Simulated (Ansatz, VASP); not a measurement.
# Cu (Copper): VASP beside Ansatz

One calculation is typed for both programs; each brings its own data sets and cutoff. How far apart do they land?

Method: plane waves, with VASP 6.6.1 beside it; relaxation of cell and atoms at PBE, in Ansatz 0.2.0.

### 1. The starting structure

The structure is cubic, space group Fm-3m (No. 225). Conventional cell: a = 3.615 Å, b = 3.615 Å, c = 3.615 Å, α = 90.00°, β = 90.00°, γ = 90.00°. Nearest to Cu lie 12 Cu at 2.56 Å.

Coordinates:

```cif
data_structure
_symmetry_space_group_name_H-M 'Fm-3m'
_symmetry_Int_Tables_number 225
_cell_length_a 3.6150
_cell_length_b 3.6150
_cell_length_c 3.6150
_cell_angle_alpha 90.000
_cell_angle_beta 90.000
_cell_angle_gamma 90.000
_cell_volume 47.24
loop_
_atom_site_label
_atom_site_type_symbol
_atom_site_symmetry_multiplicity
_atom_site_Wyckoff_symbol
_atom_site_fract_x
_atom_site_fract_y
_atom_site_fract_z
_atom_site_occupancy
Cu1 Cu 4 a 0.00000 0.00000 0.00000 1
```

### 2. VASP: relaxation of cell and atoms, PBE

The relaxed volume is the usual yardstick between codes: its relative difference is about their pressure difference at one cell divided by the bulk modulus.

Lines of VASP's logs that name or quote its potential files are left out, and so is its time.

The input, INCAR:

```
SYSTEM = Cu
PREC = Accurate
ENCUT = 520
EDIFF = 1E-06
NELM = 100
ISMEAR = -1
SIGMA = 0.05
LREAL = .FALSE.
ALGO = Normal
GGA = PE
NBANDS = 11
LORBIT = 11
LWAVE = .FALSE.
LCHARG = .FALSE.
KPAR = 2
IBRION = 2
NSW = 60
ISIF = 3
EDIFFG = -0.01
```

The input, POSCAR:

```
Cu
1.0
    0.0000000000      1.8075000000      1.8075000000
    1.8075000000      0.0000000000      1.8075000000
    1.8075000000      1.8075000000      0.0000000000
Cu
1
Direct
    0.0000000000      0.0000000000      0.0000000000
```

The input, KPOINTS:

```
Automatic mesh
0
Gamma
13 13 13
0 0 0
```

Potentials, in the order of the species: Cu (PBE family, release 64).

Command:

```bash
$ mpirun -np 2 vasp_std
```

Numbers of over 12 decimals in the logs are rounded to 6 here.

What it wrote:

```text
[banner, memory and clock lines left out]
running    2 mpi-ranks, on    1 nodes
 distrk:  each k-point on    1 cores,    2 groups
 distr:  one band on    1 cores,    1 groups

 POSCAR found type information on POSCAR Cu
 POSCAR found :  1 types and       1 ions
 LDA part: xc-table for (Slater+PW92), standard interpolation
 POSCAR, INCAR and KPOINTS ok, starting setup
 FFT: planning ... GRIDC
 FFT: planning ... GRID_SOFT
 FFT: planning ... GRID
 WAVECAR not read
 entering main loop
       N       E                     dE             d eps       ncg     rms          rms(c)
DAV:   1     0.409183859045E+02    0.40918E+02   -0.55779E+03  1987   0.168E+03
DAV:   2    -0.361923555693E+01   -0.44538E+02   -0.41520E+02  1890   0.203E+02
DAV:   3    -0.462810935437E+01   -0.10089E+01   -0.10062E+01  2158   0.379E+01
DAV:   4    -0.463433757835E+01   -0.62282E-02   -0.62276E-02  2047   0.264E+00
DAV:   5    -0.463440358197E+01   -0.66004E-04   -0.66003E-04  2106   0.271E-01    0.770E+00
DAV:   6    -0.410915946066E+01    0.52524E+00   -0.15275E+01  2133   0.788E+01    0.392E+00
DAV:   7    -0.374078132323E+01    0.36838E+00   -0.24021E+00  2136   0.312E+01    0.573E-01
DAV:   8    -0.373003807545E+01    0.10743E-01   -0.49337E-03  2056   0.114E+00    0.311E-01
DAV:   9    -0.372833118834E+01    0.17069E-02   -0.10883E-02  2196   0.195E+00    0.291E-02
DAV:  10    -0.372833352185E+01   -0.23335E-05   -0.40667E-05  2702   0.109E-01    0.835E-03
DAV:  11    -0.372833249067E+01    0.10312E-05   -0.84100E-07  1411   0.178E-02    0.255E-04
DAV:  12    -0.372833256819E+01   -0.77523E-07   -0.61624E-08  1053   0.312E-03
   1 F= -.37283326E+01 E0= -.37269703E+01  d E =-.372833E+01
 curvature:   0.00 expect dE= 0.000E+00 dE for cont linesearch  0.000E+00
 trial: gam= 0.00000 g(F)=  0.147E-62 g(S)=  0.380E-02 ort = 0.000E+00 (trialstep = 0.100E+01)
 search vector abs. value=  0.380E-02
 bond charge predicted
       N       E                     dE             d eps       ncg     rms          rms(c)
DAV:   1    -0.385775811396E+01   -0.12943E+00   -0.22406E+00  2163   0.345E+01    0.292E+00
DAV:   2    -0.377008452193E+01    0.87674E-01   -0.16876E+00  2112   0.252E+01    0.114E+00
DAV:   3    -0.373282404774E+01    0.37260E-01   -0.27536E-01  2115   0.106E+01    0.443E-01
DAV:   4    -0.372916091921E+01    0.36631E-02   -0.74669E-03  2526   0.112E+00    0.493E-02
DAV:   5    -0.372913518567E+01    0.25734E-04   -0.21874E-04  2207   0.290E-01    0.139E-02
DAV:   6    -0.372913470375E+01    0.48192E-06   -0.58188E-06  1488   0.383E-02
   2 F= -.37291347E+01 E0= -.37277647E+01  d E =-.802136E-03
 trial-energy change:   -0.000802  1 .order   -0.000808   -0.003798    0.002181
 step:   0.6352(harm=  0.6352)  dis= 0.00000  next Energy=    -3.729539 (dE=-0.121E-02)
 bond charge predicted
       N       E                     dE             d eps       ncg     rms          rms(c)
DAV:   1    -0.374704754920E+01   -0.17912E-01   -0.29527E-01  2160   0.121E+01    0.110E+00
DAV:   2    -0.373598855271E+01    0.11059E-01   -0.25563E-01  2112   0.986E+00    0.465E-01
DAV:   3    -0.372996496847E+01    0.60236E-02   -0.41386E-02  2115   0.408E+00    0.151E-01
DAV:   4    -0.372951553771E+01    0.44943E-03   -0.49566E-04  2230   0.221E-01    0.283E-03
DAV:   5    -0.372951507099E+01    0.46672E-06   -0.65702E-06  2250   0.397E-02
   3 F= -.37295151E+01 E0= -.37281483E+01  d E =-.118250E-02
 curvature:  -0.32 expect dE=-0.858E-06 dE for cont linesearch -0.858E-06
 trial: gam= 0.00000 g(F)=  0.141E-62 g(S)=  0.270E-05 ort =-0.101E-03 (trialstep = 0.927E+00)
 search vector abs. value=  0.270E-05
 reached required accuracy - stopping structural energy minimisation
```

Parts of OUTCAR (step 2):

```text
ion  position               nearest neighbor table
   1  0.000  0.000  0.000-

  LATTYP: Found a face centered cubic cell.
 ALAT       =     3.6150000000

 Subroutine GETGRP returns: Found 48 space group operations
 (whereof 48 operations were pure point group operations)

The static configuration has the point symmetry O_h .

 Found     84 irreducible k-points:

   k-points           NKPTS =     84   k-points in BZ     NKDIM =     84   number of bands    NBANDS=     11

   dimension x,y,z NGX =    20 NGY =   20 NGZ =   20
   dimension x,y,z NGXF=    40 NGYF=   40 NGZF=   40

   ENCUT  =  520.0 eV  38.22 Ry    6.18 a.u.   4.75  4.75  4.75*2*pi/ulx,y,z

   NELECT =      11.0000    total number of electrons

 k-points in reciprocal lattice and weights: Automatic mesh
   0.00000000  0.00000000  0.00000000       0.000
   0.07692308  0.00000000  0.00000000       0.004
   0.15384615  0.00000000  0.00000000       0.004
   0.23076923  0.00000000  0.00000000       0.004
   0.30769231  0.00000000  0.00000000       0.004
   0.38461538  0.00000000  0.00000000       0.004
   0.46153846  0.00000000  0.00000000       0.004
   0.07692308  0.07692308  0.00000000       0.003
   0.15384615  0.07692308  0.00000000       0.011
[...]
-0.30769231  0.46153846  0.15384615       0.011
  -0.30769231  0.46153846  0.23076923       0.011

 average (electrostatic) potential at core
       1 -63.8571

 E-fermi :   7.5753

 k-point     1 :       0.0000    0.0000    0.0000
  band No.  band energies     occupation
    ...
      2       4.4121      2.00000
      3       4.4121      2.00000
      4       4.4121      2.00000
      5       5.2200      2.00000
      6       5.2200      2.00000
      7      29.8778      0.00000
      8      32.4065      0.00000
      9      32.4065      0.00000
     10      32.4065      0.00000
     11      34.8848      0.00000

 k-point     2 :       0.0769    0.0000    0.0000
  band No.  band energies     occupation
    ...
      2       4.3684      2.00000
      3       4.4510      2.00000
      4       4.4510      2.00000
      5       5.2053      2.00000
      6       5.2053      2.00000
      7      28.4023      0.00000
      8      30.7557      0.00000
      9      31.7926      0.00000
     10      31.7926      0.00000
     11      35.7996      0.00000

 k-point     3 :       0.1538    0.0000    0.0000
  band No.  band energies     occupation
    ...
      2       4.2618      2.00000
      3       4.5354      2.00000
      4       4.5354      2.00000
      5       5.1913      2.00000
      6       5.1913      2.00000
      7      24.5555      0.00000
      8      30.3432      0.00000
      9      30.8766      0.00000
     10      30.8766      0.00000
     11      36.7547      0.00000

  Total       -0.0043210     -0.0043210     -0.0043210      0.0000000      0.0000000      0.0000000
  in kB       -0.5775379     -0.5775379     -0.5775379      0.0000000      0.0000000      0.0000000
  external PRESSURE =      -0.5775379 kB  Pullay stress =       0.0000000 kB

  energy-cutoff  :      520.00
  volume of cell :       11.99
      direct lattice vectors                 reciprocal lattice vectors
    -0.000000000  1.816471775  1.816471775    -0.275258887  0.275258887  0.275258887
     1.816471775 -0.000000000  1.816471775     0.275258887 -0.275258887  0.275258887
     1.816471775  1.816471775  0.000000000     0.275258887  0.275258887 -0.275258887

 POSITION                                       TOTAL-FORCE (eV/Angst)
 -----------------------------------------------------------------------------------
      0.00000     -0.00000      0.00000        -0.000000      0.000000     -0.000000
 -----------------------------------------------------------------------------------
    total drift:                                0.000000      0.000000      0.000000

  FREE ENERGIE OF THE ION-ELECTRON SYSTEM (eV)
  ---------------------------------------------------
  free  energy   TOTEN  =        -3.7295150710 eV

  energy  without entropy=       -3.7267814641  energy(sigma->0) =       -3.72814827

 reached required accuracy - stopping structural energy minimisation

 total charge
# of ion       s       p       d       tot
------------------------------------------
    1        0.442   0.373   9.171   9.986

[... 3 further parts left out ...]
```

### 3. Ansatz: relaxation of cell and atoms, PBE

Ansatz runs on its default PAW (the set named soft_2) files.

The same cell, functional, mesh and smearing now go to Ansatz, which takes its cutoff from its data sets.

The input, input.yaml:

```yaml
crystal:
  lattice:
    - [0.0, 1.8075, 1.8075]
    - [1.8075, 0.0, 1.8075]
    - [1.8075, 1.8075, 0.0]
  atoms:
    - { symbol: Cu, position: [0.0, 0.0, 0.0] }
hamiltonian:
  xc: pbe
  pseudopotentials: { kind: paw }
kpoints:
  mp_grid: { grid: [13, 13, 13] }
scf:
  occupations: { method: fermi_dirac, width: 0.05 }
relax:
  f_tol: 0.01
  max_steps: 60
  cell: { stress_tol: 0.05 }
output:
  forces: true
  stress: true
```

Command:

```bash
$ ansatz run input.yaml --threads 4 --pin off --max-ram 9216MiB --backend cpu --events-out ev --progress --plain --runs-dir out
```

What it wrote:

```text
Engine: ansatz 0.2.0, x86_64-unknown-linux-gnu
Pseudopotentials: kind: paw
Pseudopotential: Cu, paw, valence charge 19, recommended cutoff 420 eV (normal), Cu.paw.azcp
Functional definition: PBE
  parameter kappa = 0.804
  parameter beta = 0.066725
  exchange = pbe_x(kappa = kappa, mu = beta*pi^2/3)
  correlation = pbe_c(beta = beta)
Crystal: 1 atoms, lattice volume = 11.810 Å³
Basis set: ecut = 420 eV, 259 PW (Γ), exchange–correlation on 36×36×36 points (8 copies of the dense FFT grid, shifted against one another)
Bands: 14, of which v1, the nominal top of the filled ones, is band 10 counted from 1 (9 counted from 0)
Symmetry: 48 space group operations
Space group: Fm-3m (ITA 225), of the structure as read, at distance tolerance 2.3e-5 Å
k-points: 84 of 2197
Non-local potential: Cu, projectors of the file, l = 0: 3, l = 1: 2, l = 2: 3, l = 3: 1
PAW form: soft (Blöchl's): semilocal exchange-correlation on the pseudo side does not see the compensation charge
PAW one-centre angular grid: Cu, 590 points (default); XC on 64 Gauss nodes
Initial density: superposition of atomic densities (neutral atoms: chi_scale 0, normalization atom), corrected by the library's trained network
Initial wavefunctions: pseudopotential atomic-orbital guess
Functional: x = pbe(κ = 0.804, μ = 0.219515), c = pbe(β = 0.066725)
SCF iter   1: F=—  HF=-6625.175672 eV  |F-HF|=—  |Δ(HF+E_count)|=         —  Δρ=7.24e-4  dr2=1.37e-5  ethr=1.77e-3  ⟨swp⟩=5.7  Hψ=5943  notcnv=0
preconditioner: auto → none  [insulator: Δε(μ)=0.196 eV  Ē_g=17.015 eV  σ=0.050 eV  W_gap=0.53  n_scr=0 (ndim 8)  ℏωp=35.8 eV  f_vac=0.000  D(μ)=0.32/eV (n_scr^D=0)  ε∞_Penn≈5.4]
SCF iter   2: F=—  HF=-6625.175793 eV  |F-HF|=—  |Δ(HF+E_count)|=   1.22e-4  Δρ=3.88e-4  dr2=4.86e-6  ethr=7.23e-8  ⟨swp⟩=3.2  Hψ=3098  notcnv=0
SCF iter   3: F=—  HF=-6625.175806 eV  |F-HF|=—  |Δ(HF+E_count)|=   1.25e-5  Δρ=1.48e-4  dr2=6.78e-7  ethr=2.56e-8  ⟨swp⟩=2.0  Hψ=1595  notcnv=0
iter 4 did not close the SCF: its close was put off for the readings that it lacked (scf_convergence_deferred on its scf_iter line)
SCF iter   4: F=-6625.175807 eV  HF=-6625.175807 eV  |F-HF|=3.10e-9  |Δ(HF+E_count)|=   1.65e-6  Δρ=8.92e-6  dr2=1.79e-9  ethr=3.57e-9  ⟨swp⟩=2.2  Hψ=1592  notcnv=0
iter 5 did not close the SCF: its close was put off for the readings that it lacked (scf_convergence_deferred on its scf_iter line)
SCF iter   5: F=-6625.175807 eV  HF=-6625.175807 eV  |F-HF|=9.91e-10  |Δ(HF+E_count)|=   6.43e-9  Δρ=1.96e-6  dr2=1.24e-10  ethr=9.42e-12  ⟨swp⟩=2.1  Hψ=1871  notcnv=0
SCF iter   6: F=-6625.175807 eV  HF=-6625.175807 eV  |F-HF|=9.09e-13  |Δ(HF+E_count)|=  3.64e-12  Δρ=6.97e-8  dr2=2.35e-13  ethr=1.00e-12  ⟨swp⟩=1.1  Hψ=3516  notcnv=0
SCF 1 converged in 6 iterations: F = -6625.175807 eV  dr2 = 2.35e-13
  greatest PAW one-centre occupation: 1.000 electrons in one spin orbital (limit 2), on the Cu atom at site 0 (counted from 0), in its partial waves of l = 0
relax step   1: F+E_penalty+E_count = -6625.17580719 eV  Δ(F+E_penalty+E_count) = +0.000e0 eV  max|allowed force component| = 0.000e0 eV/Å  Δτ_max = 0.0000 Å  P = +1.668 GPa  Ω = 11.810 Å³  (6 SCF iters, dr2 threshold 1.00e-7 eV, accepted)
[...]
relax step   2: F+E_penalty+E_count = -6625.17628063 eV  Δ(F+E_penalty+E_count) = -4.734e-4 eV  max|allowed force component| = 0.000e0 eV/Å  Δτ_max = 0.0000 Å  P = +0.828 GPa  Ω = 11.878 Å³  energy of the carried Pulay correction = -5.318e-5 eV  (6 SCF iters, dr2 threshold 1.00e-7 eV, accepted)
[...]
relax step   3: F+E_penalty+E_count = -6625.17640558 eV  Δ(F+E_penalty+E_count) = -1.249e-4 eV  max|allowed force component| = 0.000e0 eV/Å  Δτ_max = 0.0000 Å  P = +0.019 GPa  Ω = 11.946 Å³  energy of the carried Pulay correction = -1.059e-4 eV  (6 SCF iters, dr2 threshold 1.00e-7 eV, accepted)
[...]
relax step   4: F+E_penalty+E_count = -6625.17650871 eV  Δ(F+E_penalty+E_count) = -1.031e-4 eV  max|allowed force component| = 0.000e0 eV/Å  Δτ_max = 0.0000 Å  P = +0.003 GPa  Ω = 11.946 Å³  stress off target by 2.83e-3 GPa  SCF on the basis re-selected at this cell (its energy is not comparable with the rows above)  (6 SCF iters)
basis re-selected at this cell: Δ(F+E_penalty+E_count) = -1.031e-4 eV, ΔP = -0.016 GPa vs the last step (what re-selecting the basis moved, of the pressure what is left beyond the Pulay correction that the steps carried, after the strain that the cell walked since its last selection, with what the two solves' SCF thresholds leave and, on support functions, any second-order correction that the steps lacked; it is no measure of the basis error at this ecutwfc). This SCF's stress stands 2.83e-3 GPa from its target on what of the cell is left free (relax.cell.stress_tol is 5.00e-2 GPa) and its largest allowed force component is 0.00e0 eV/Å (relax.f_tol is 1.00e-2 eV/Å): [rest of the remark cut]
SCF converged after 6 iterations
Free energy (F): -6625.176509 eV
Harris-Foulkes:  -6625.176509 eV  (|F-HF|=3.64e-12)
Internal energy: -6625.173792 eV  (E = F + TS)
E sigma→0 (E₀):  -6625.175150 eV
Entropy (-TS):   -0.002717 eV (-2.717 meV/atom)
Fermi energy:    16.699737 eV
--- Per-component energies (eV) ---
  E_band       = -363.479924
  E_kinetic    = 299.793429
  E_local      = -4071.159359  (includes V_loc(G=0)·N_el)
  E_nonlocal   = 389.827175
  E_hartree    = 1792.714443
  E_xc         = -89.494745
  E_vxc        = -115.486725  (∫ρ·V_xc dr)
  E_paw        = -1662.899041  (= ΣΔE_a)
  E_vpaw       = -451.883578  (= ΣTr[D̂ρ^β])
  E_aug_tail   = 0.000242  (compensation charges beyond the density's cutoff)
  E_ewald      = -3283.955936
  E_smearing   = -0.002717  (= −TS)
  E_closure    = -0.000000  (closes the sum)
  Σ components = -6625.176509   (vs F -6625.176509, Δ=0.00e0)
--- Forces (eV/Å), atoms counted from 1 ---
  atom   1  Cu    -0.00000000     0.00000000     0.00000000
  max |Σ_I F_I| component: 6.16e-32 eV/Å
--- Stress (GPa, compression-positive) ---
        0.002829       0.000000       0.000000
        0.000000       0.002829       0.000000
        0.000000       0.000000       0.002829
  P = ⅓ Tr σ = 0.0028 GPa (0.028 kbar)
--- Relaxed structure (3 steps of the walk, 3 accepted, 1 SCFs on fresh bases) ---
  F+E_penalty+E_count = -6625.17650871 eV   max|allowed force component| = 0.000e0 eV/Å   (the final SCF, on the basis selected at the relaxed cell)
  cell:  # Å, volume = 11.9458 Å³
    - [0, 1.814379, 1.814379]
    - [1.814379, 0, 1.814379]
    - [1.814379, 1.814379, 0]
  atoms:
    - { symbol: Cu, position: [0.0, 0.0, 0.0] }
```

Elapsed: 2.3 s, on 4 threads of Intel Xeon Platinum 8375C at 2.90GHz (Ice Lake), shared host; peak memory 0.35 GiB.

### 4. Differences

Known differences besides the potentials themselves: both relaxations stop at a tolerance, which leaves soft axes loose, and VASP keeps its plane-wave basis; the data sets hold 19 valence electrons in Ansatz (default PAW (the set named soft_2) files) and 11 in VASP; the cutoff is 420 eV in Ansatz and 520 eV in VASP; VASP leaves aspherical gradient terms in its spheres out (LASPH is not set), Ansatz keeps them; Ansatz adds a Pulay correction to the stress that steers its cell, VASP none. Total energies have different zeros and are not compared.

Compared:

| quantity | Ansatz | VASP | difference |
| --- | --- | --- | --- |
| volume (Å³) | 11.95 | 11.99 | -0.35 % |
| edge a after relaxation, in the typed setting (Å) | 2.566 | 2.569 | -0.12 % |

The walks stopped with 0.00 GPa left in Ansatz and -0.06 GPa in VASP; each walk ends within a tolerance, so the volume difference is uncertain by about these residues over the bulk modulus, most in soft cells.

### 5. Results

```json
{"difference in volume (relaxation of cell and atoms, PBE)": "-0.35 %"}
```

**Reading.** The difference in volume is -0.35 % (relaxation of cell and atoms, PBE), within the 1.2 % picked in this series as the mark of a large difference, as far as the stopping tolerances let one tell. How closely two codes agree says nothing of how well the functional describes the real material.

[Lines on the potential files, build, host, timing and source positions are cut from VASP's logs without a mark.]

[Logs are printed without paths, hosts, clocks, repeated set-up lines and the standing remarks that a program may print on its own settings, such as how far it seeks lower states.]

[Hosts, paths, dates, database ids (printed as entryN), source tags and the programs' standing remarks are cut or masked in the printed files.]
